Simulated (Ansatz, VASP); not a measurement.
**N: VASP beside Ansatz**

One calculation is typed for both programs; each brings its own data sets. How far apart do they land? The cell is taken from a series of runs on this material, whose earlier steps may have relaxed, scaled, displaced or heated it; both programs get it as it stands.

Program: Ansatz 0.2.0. Level of theory: plane waves, with VASP 6.6.1 beside it; zone-centre phonons at LDA. Results are calculated unless marked as measured.

## Step 1: Set-up

The structure is tetragonal, space group P4_2/mnm (No. 136). The conventional cell has a = 3.715 Å, b = 3.715 Å, c = 4.960 Å, α = 90.00°, β = 90.00°, γ = 90.00°. Nearest to N lie 1 N at 1.09 Å.

As a file:

```cif
data_structure
_symmetry_space_group_name_H-M 'P 1'
_symmetry_Int_Tables_number 1
_cell_length_a 3.7150
_cell_length_b 3.7150
_cell_length_c 4.9599
_cell_angle_alpha 90.000
_cell_angle_beta 90.000
_cell_angle_gamma 90.000
_cell_volume 68.45
loop_
_atom_site_label
_atom_site_type_symbol
_atom_site_fract_x
_atom_site_fract_y
_atom_site_fract_z
_atom_site_occupancy
N1 N 0.89593 0.89593 0.00000 1
N2 N 0.60407 0.39593 0.50000 1
N3 N 0.10407 0.10407 0.00000 1
N4 N 0.39593 0.60407 0.50000 1
```

## Step 2: VASP: zone-centre phonons, LDA

Second derivatives magnify differences that forces hide, and they need a tight electronic threshold.

Lines of VASP's logs that name or quote its potential files are left out, and so is its time.

The input, INCAR:

```
SYSTEM = N
PREC = Accurate
ENCUT = 600
EDIFF = 1E-08
NELM = 120
ISMEAR = -1
SIGMA = 0.1
LREAL = .FALSE.
ALGO = Normal
GGA = CA
NELECT = 19.84
NBANDS = 15
LORBIT = 11
LWAVE = .FALSE.
LCHARG = .FALSE.
ISIF = 2
IBRION = 8
LASPH = .TRUE.
GGA_COMPAT = .FALSE.
KPAR = 2
```

The input, POSCAR:

```
N
1.0
    3.7149697150      0.0000000000      0.0000000000
    0.0000000000      3.7149697150      0.0000000000
    0.0000000000      0.0000000000      4.9598631909
N
4
Direct
    0.8959258176      0.8959258176      0.0000000000
    0.6040741824      0.3959258176      0.5000000000
    0.1040741824      0.1040741824      0.0000000000
    0.3959258176      0.6040741824      0.5000000000
```

The input, KPOINTS:

```
Automatic mesh
0
Gamma
10 10 8
0 0 0
```

Potentials, in the order of the species: N (LDA family, release 64).

Started as:

```
$ mpirun -np 2 vasp_std
```

Numbers of over 12 decimals in the logs are rounded to 6 here.

What it wrote:

```text
[banner, memory and clock lines left out]
running    2 mpi-ranks, on    1 nodes
 distrk:  each k-point on    1 cores,    2 groups
 distr:  one band on    1 cores,    1 groups

 POSCAR found type information on POSCAR N
 POSCAR found :  1 types and       4 ions
 LDA part: xc-table for (Slater(with rela. corr.)+CA(PZ))
 , standard interpolation
 POSCAR, INCAR and KPOINTS ok, starting setup
 FFT: planning ... GRIDC
 FFT: planning ... GRID_SOFT
 FFT: planning ... GRID
 WAVECAR not read
 entering main loop
       N       E                     dE             d eps       ncg     rms          rms(c)
DAV:   1     0.932852433662E+02    0.93285E+02   -0.94843E+03  3150   0.120E+03
DAV:   2    -0.300593921097E+02   -0.12334E+03   -0.11971E+03  4311   0.245E+02
DAV:   3    -0.360074070476E+02   -0.59480E+01   -0.59007E+01  3598   0.608E+01
DAV:   4    -0.360477702465E+02   -0.40363E-01   -0.40347E-01  3878   0.584E+00
DAV:   5    -0.360481726099E+02   -0.40236E-03   -0.40236E-03  3752   0.530E-01BRMIX: very serious problems
 the old and the new charge density differ
 old charge density:    20.00000 new   19.84000
BRMIX: very serious problems
 the old and the new charge density differ
 old charge density:    20.00000 new   19.84000
    0.109E+01
DAV:   6    -0.347469277740E+02    0.13012E+01   -0.16990E+00  3178   0.101E+01    0.625E+00
DAV:   7    -0.344181967438E+02    0.32873E+00   -0.11261E+00  3682   0.828E+00    0.163E+00
DAV:   8    -0.344067920390E+02    0.11405E-01   -0.99205E-02  3255   0.229E+00    0.304E-01
DAV:   9    -0.344061039462E+02    0.68809E-03   -0.80306E-03  3584   0.671E-01    0.134E-01
DAV:  10    -0.344059494520E+02    0.15449E-03   -0.11513E-03  3507   0.254E-01    0.389E-02
DAV:  11    -0.344059363527E+02    0.13099E-04   -0.28067E-05  3892   0.496E-02    0.547E-03
DAV:  12    -0.344059360002E+02    0.35247E-06   -0.37093E-06  3941   0.158E-02    0.793E-03
DAV:  13    -0.344059360346E+02   -0.34385E-07   -0.25575E-07  3822   0.456E-03    0.891E-04
DAV:  14    -0.344059360298E+02    0.47758E-08   -0.27929E-08  2948   0.132E-03
   1 F= -.34405936E+02 E0= -.34379356E+02  d E =-.531592E-01
 Linear response reoptimize wavefunctions to high precision
DAV:   1    -0.344059360297E+02    0.16371E-09   -0.34269E-09  2865   0.495E-04
DAV:   2    -0.344059360297E+02   -0.33879E-10   -0.25847E-10  1848   0.149E-04
 Linear response DOF=           2
 Linear response progress:
  Degree of freedom:   1/  2
       N       E                     dE             d eps       ncg     rms          rms(c)
RMM:   1    -0.301786025292E+00   -0.30179E+00   -0.36418E-01 18612   0.397E+00
RMM:   2    -0.229837912301E+00    0.71948E-01   -0.35724E-03 11993   0.843E-01    0.560E-01
RMM:   3    -0.229089600220E+00    0.74831E-03   -0.15341E-02 12239   0.746E-01    0.435E-01
RMM:   4    -0.228118063295E+00    0.97154E-03   -0.36962E-03 11920   0.301E-01    0.165E-01
RMM:   5    -0.228689008492E+00   -0.57095E-03   -0.97794E-05 12293   0.164E-01    0.450E-02
RMM:   6    -0.228871760503E+00   -0.18275E-03   -0.32728E-04 12635   0.319E-02    0.160E-02
RMM:   7    -0.228838114565E+00    0.33646E-04   -0.66087E-05 12517   0.136E-02    0.326E-03
RMM:   8    -0.228815886503E+00    0.22228E-04   -0.24329E-05 12729   0.402E-03    0.120E-03
RMM:   9    -0.228812403610E+00    0.34829E-05    0.80909E-06 12713   0.150E-03    0.240E-04
RMM:  10    -0.228813316467E+00   -0.91286E-06   -0.11944E-06 13449   0.283E-04    0.602E-05
RMM:  11    -0.228813569267E+00   -0.25280E-06    0.12204E-07 13445   0.649E-05    0.214E-05
RMM:  12    -0.228813553418E+00    0.15849E-07   -0.63750E-08 13518   0.267E-05    0.331E-06
RMM:  13    -0.228813545509E+00    0.79093E-08    0.32486E-08 12258   0.379E-06    0.177E-06
 first order change of Fermi-energy  -0.73551E+00
 force on displaced ion       1 direction 1 : -82.060 -83.329   0.000
 Linear response progress:
  Degree of freedom:   2/  2
       N       E                     dE             d eps       ncg     rms          rms(c)
RMM:   1    -0.222008449476E+00   -0.22201E+00    0.61957E-02 12685   0.317E+00
RMM:   2    -0.223082157019E+00   -0.10737E-02   -0.30259E-03 10459   0.444E-01    0.286E-01
RMM:   3    -0.223564630678E+00   -0.48247E-03   -0.38373E-04  9127   0.145E-01    0.150E-01
RMM:   4    -0.224488216405E+00   -0.92359E-03   -0.24385E-04  9827   0.118E-01    0.258E-02
RMM:   5    -0.224324109750E+00    0.16411E-03   -0.82640E-06 11025   0.198E-02    0.341E-03
RMM:   6    -0.224311062957E+00    0.13047E-04   -0.26362E-07 11416   0.330E-03    0.917E-04
RMM:   7    -0.224306017051E+00    0.50459E-05   -0.24631E-08 11150   0.713E-04    0.375E-04
RMM:   8    -0.224305662585E+00    0.35447E-06   -0.17471E-09 11481   0.209E-04    0.212E-04
RMM:   9    -0.224306132573E+00   -0.46999E-06    0.30133E-09 10949   0.224E-04    0.314E-05
RMM:  10    -0.224306225838E+00   -0.93265E-07    0.32412E-10 11782   0.393E-05    0.119E-05
RMM:  11    -0.224306265248E+00   -0.39410E-07   -0.96983E-11 11435   0.125E-05    0.482E-06
RMM:  12    -0.224306288791E+00   -0.23543E-07    0.10545E-10 11468   0.581E-06    0.144E-06
RMM:  13    -0.224306291562E+00   -0.27707E-08    0.10539E-09  8673   0.182E-06    0.362E-07
 first order change of Fermi-energy   0.69093E-05
 force on displaced ion       1 direction 3 :  -0.001  -0.001   1.294
 Linear response finished
```

From OUTCAR (step 2):

```text
NELECT = 19.84

 ion  position               nearest neighbor table
   1  0.896  0.896  0.000-   3 1.09
   2  0.604  0.396  0.500-   4 1.09
   3  0.104  0.104  0.000-   1 1.09
   4  0.396  0.604  0.500-   2 1.09

  LATTYP: Found a simple tetragonal cell.
 ALAT       =     3.7149697150
 C/A-ratio  =     1.3351019178

 Subroutine GETGRP returns: Found 16 space group operations
 (whereof  8 operations were pure point group operations)

The static configuration has the point symmetry D_2h.
 The point group associated with its full space group is D_4h.

 Found    105 irreducible k-points:

   k-points           NKPTS =    105   k-points in BZ     NKDIM =    105   number of bands    NBANDS=     15

   dimension x,y,z NGX =    30 NGY =   30 NGZ =   40
   dimension x,y,z NGXF=    60 NGYF=   60 NGZF=   80

   ENCUT  =  600.0 eV  44.10 Ry    6.64 a.u.   7.42  7.42  9.91*2*pi/ulx,y,z

 k-points in reciprocal lattice and weights: Automatic mesh
   0.00000000  0.00000000  0.00000000       0.001
   0.10000000  0.00000000  0.00000000       0.005
   0.20000000  0.00000000  0.00000000       0.005
   0.30000000  0.00000000  0.00000000       0.005
   0.40000000  0.00000000  0.00000000       0.005
   0.50000000  0.00000000  0.00000000       0.003
   0.10000000  0.10000000  0.00000000       0.005
   0.20000000  0.10000000  0.00000000       0.010
   0.30000000  0.10000000  0.00000000       0.010
[...]
0.50000000  0.40000000  0.50000000       0.005
   0.50000000  0.50000000  0.50000000       0.001

 average (electrostatic) potential at core
       1 -71.7294       2 -71.7294       3 -71.7294       4 -71.7294

  Total        0.8332214      0.8332214     -0.8728124      0.0000000      0.0000000      0.0000000
  in kB       19.5025198     19.5025198    -20.4291953      0.0000000      0.0000000      0.0000000
  external PRESSURE =       6.1919481 kB  Pullay stress =       0.0000000 kB

  energy-cutoff  :      600.00
  volume of cell :       68.45
      direct lattice vectors                 reciprocal lattice vectors
     3.714969715  0.000000000  0.000000000     0.269181198  0.000000000  0.000000000
     0.000000000  3.714969715  0.000000000     0.000000000  0.269181198  0.000000000
     0.000000000  0.000000000  4.959863191     0.000000000  0.000000000  0.201618464

 POSITION                                       TOTAL-FORCE (eV/Angst)
 -----------------------------------------------------------------------------------
      3.32834      3.32834      0.00000        -1.188698     -1.188698      0.000000
      2.24412      1.47085      2.47993         1.188698     -1.188698      0.000000
      0.38663      0.38663      0.00000         1.188698      1.188698      0.000000
      1.47085      2.24412      2.47993        -1.188698      1.188698      0.000000
 -----------------------------------------------------------------------------------
    total drift:                                0.000000      0.000000     -0.000000

 Eigenvectors and eigenvalues of the dynamical matrix
 ----------------------------------------------------

   1 f  =   76.342993 THz   479.677173 2PiTHz 2546.528142 cm-1   315.729108 meV
             X         Y         Z           dx          dy          dz
      3.328337  3.328337  0.000000     0.353553    0.353553    0.000000
      2.244117  1.470852  2.479932     0.353553   -0.353553    0.000000
      0.386632  0.386632  0.000000    -0.353553   -0.353553   -0.000000
      1.470852  2.244117  2.479932    -0.353553    0.353553    0.000000

   2 f  =   75.609151 THz   475.066309 2PiTHz 2522.049815 cm-1   312.694184 meV
             X         Y         Z           dx          dy          dz
      3.328337  3.328337  0.000000     0.353553    0.353553   -0.000000
      2.244117  1.470852  2.479932    -0.353553    0.353553    0.000000
      0.386632  0.386632  0.000000    -0.353553   -0.353553    0.000000
      1.470852  2.244117  2.479932     0.353553   -0.353553   -0.000000

   3 f  =    3.272333 THz    20.560673 2PiTHz  109.153272 cm-1    13.533275 meV
             X         Y         Z           dx          dy          dz
      3.328337  3.328337  0.000000     0.000000   -0.000000    0.500000
      2.244117  1.470852  2.479932    -0.000000    0.000000   -0.500000
      0.386632  0.386632  0.000000     0.000000   -0.000000    0.500000
      1.470852  2.244117  2.479932    -0.000000    0.000000   -0.500000

   4 f  =    1.726086 THz    10.845317 2PiTHz   57.576023 cm-1     7.138514 meV
             X         Y         Z           dx          dy          dz
      3.328337  3.328337  0.000000    -0.271550   -0.428510    0.000000
      2.244117  1.470852  2.479932     0.257641    0.419834    0.000000
      0.386632  0.386632  0.000000    -0.271550   -0.428510    0.000000
      1.470852  2.244117  2.479932     0.257641    0.419834    0.000000

   5 f  =    1.726086 THz    10.845317 2PiTHz   57.576023 cm-1     7.138514 meV
             X         Y         Z           dx          dy          dz
      3.328337  3.328337  0.000000     0.419834   -0.257641    0.000000
      2.244117  1.470852  2.479932    -0.428510    0.271550    0.000000
      0.386632  0.386632  0.000000     0.419834   -0.257641    0.000000
      1.470852  2.244117  2.479932    -0.428510    0.271550    0.000000

   6 f  =    0.000001 THz     0.000009 2PiTHz    0.000047 cm-1     0.000006 meV
             X         Y         Z           dx          dy          dz
      3.328337  3.328337  0.000000    -0.000000    0.000000    0.500000
      2.244117  1.470852  2.479932    -0.000000    0.000000    0.500000
      0.386632  0.386632  0.000000    -0.000000    0.000000    0.500000
      1.470852  2.244117  2.479932    -0.000000    0.000000    0.500000

   7 f/i=    0.028298 THz     0.177805 2PiTHz    0.943936 cm-1     0.117033 meV
             X         Y         Z           dx          dy          dz
      3.328337  3.328337  0.000000     0.090373    0.488538   -0.000000
      2.244117  1.470852  2.479932     0.106445    0.491765   -0.000000
      0.386632  0.386632  0.000000     0.090373    0.488538   -0.000000
      1.470852  2.244117  2.479932     0.106445    0.491765   -0.000000

   8 f/i=    0.028298 THz     0.177805 2PiTHz    0.943936 cm-1     0.117033 meV
             X         Y         Z           dx          dy          dz
      3.328337  3.328337  0.000000    -0.491765    0.106445   -0.000000
      2.244117  1.470852  2.479932    -0.488538    0.090373   -0.000000
      0.386632  0.386632  0.000000    -0.491765    0.106445   -0.000000
      1.470852  2.244117  2.479932    -0.488538    0.090373   -0.000000

   9 f/i=    6.632670 THz    41.674292 2PiTHz  221.242041 cm-1    27.430505 meV
             X         Y         Z           dx          dy          dz
      3.328337  3.328337  0.000000     0.353553   -0.353553   -0.000000
      2.244117  1.470852  2.479932     0.353553    0.353553   -0.000000
      0.386632  0.386632  0.000000    -0.353553    0.353553    0.000000
      1.470852  2.244117  2.479932    -0.353553   -0.353553    0.000000

  10 f/i=    6.894271 THz    43.317985 2PiTHz  229.968140 cm-1    28.512403 meV
             X         Y         Z           dx          dy          dz
      3.328337  3.328337  0.000000    -0.353553    0.353553   -0.000000
      2.244117  1.470852  2.479932     0.353553    0.353553   -0.000000
      0.386632  0.386632  0.000000     0.353553   -0.353553    0.000000
      1.470852  2.244117  2.479932    -0.353553   -0.353553    0.000000

  11 f/i=    7.107889 THz    44.660186 2PiTHz  237.093666 cm-1    29.395855 meV
             X         Y         Z           dx          dy          dz
      3.328337  3.328337  0.000000    -0.000000    0.000000    0.010261
      2.244117  1.470852  2.479932     0.000000    0.000000    0.707032
      0.386632  0.386632  0.000000     0.000000   -0.000000   -0.010261
      1.470852  2.244117  2.479932    -0.000000   -0.000000   -0.707032

  12 f/i=    7.107889 THz    44.660186 2PiTHz  237.093666 cm-1    29.395855 meV
             X         Y         Z           dx          dy          dz
      3.328337  3.328337  0.000000     0.000000   -0.000000    0.707032
      2.244117  1.470852  2.479932     0.000000    0.000000   -0.010261
      0.386632  0.386632  0.000000    -0.000000    0.000000   -0.707032
      1.470852  2.244117  2.479932    -0.000000   -0.000000    0.010261

 ELASTIC MODULI CONTR FROM IONIC RELAXATION (kBar)
 Direction    XX          YY          ZZ          XY          YZ          ZX
 --------------------------------------------------------------------------------
 XX       -2245.9350  -2245.9350      5.6727      0.0000      0.0000      0.0000
 YY       -2245.9350  -2245.9350      5.6727      0.0000      0.0000      0.0000
 ZZ           5.6727      5.6727     -0.0143     -0.0000     -0.0000     -0.0000
 XY           0.0000      0.0000     -0.0000  -2205.9015      0.0000      0.0000
 YZ           0.0000      0.0000     -0.0000      0.0000      0.0000      0.0000
 ZX           0.0000      0.0000     -0.0000      0.0000      0.0000     -0.0000
 --------------------------------------------------------------------------------
```

The cell is charged against a uniform background. Energies printed during the response cycles are not total energies of the cell.

(Continued in part 2 of 2.)

[Lines on the potential files, build, host, timing and source positions are cut from VASP's logs without a mark.]

[Logs are printed without paths, hosts, clocks, repeated set-up lines and the standing remarks that a program may print on its own settings, such as how far it seeks lower states.]

[Hosts, paths, dates, database ids (printed as entryN), source tags and the programs' standing remarks are cut or masked in the printed files.]
